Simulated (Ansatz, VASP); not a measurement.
**Ge7I: VASP beside Ansatz**

```
CELL_PARAMETERS angstrom
3.18711 1.84008 5.91497
-3.18711 1.84008 5.91497
0.00000 -3.68016 5.91497
ATOMIC_POSITIONS crystal
Ge 0.15328 0.84672 0.50000
Ge 0.50000 0.15328 0.84672
Ge 0.84672 0.50000 0.15328
Ge 0.84672 0.15328 0.50000
Ge 0.50000 0.84672 0.15328
Ge 0.15328 0.50000 0.84672
Ge 0.50000 0.50000 0.50000
I 0.00000 0.00000 0.00000
```

Alike in both runs: task single point; functional PBE; k mesh 3 × 3 × 3; occupations gaussian, width 0.1 eV; no spin polarisation.

|  | VASP | Ansatz |
| --- | --- | --- |
| version | VASP 6.6.1 | Ansatz 0.2.0 |
| potentials or method | VASP PAW PBE potentials, release 64 (Ge_d, I) | scalar-relativistic, plane waves, PAW |
| plane-wave cutoff (eV) | 520 | 420 |
| valence electrons in the cell | 105 | 115 |

```csv
,VASP,Ansatz,Ansatz less VASP
gap on the k mesh at the Fermi level (eV),none,none,-
rms of the force components (eV/Å),1.469,1.334,-0.1353
```

Atom by atom the forces differ by 0.135 eV/Å (rms over components). A gap of «none» marks a metal or a gap that the smearing closes. The two sets of potentials don't hold the same shells in valence.

Caveats: the k mesh is coarse (spacing up to 0.40 Å⁻¹), so the values aren't converged; an odd number of electrons without spin polarisation forces a metal; a magnetic or distorted state may lie lower. Spin-orbit coupling is left out, which matters for the levels of I.
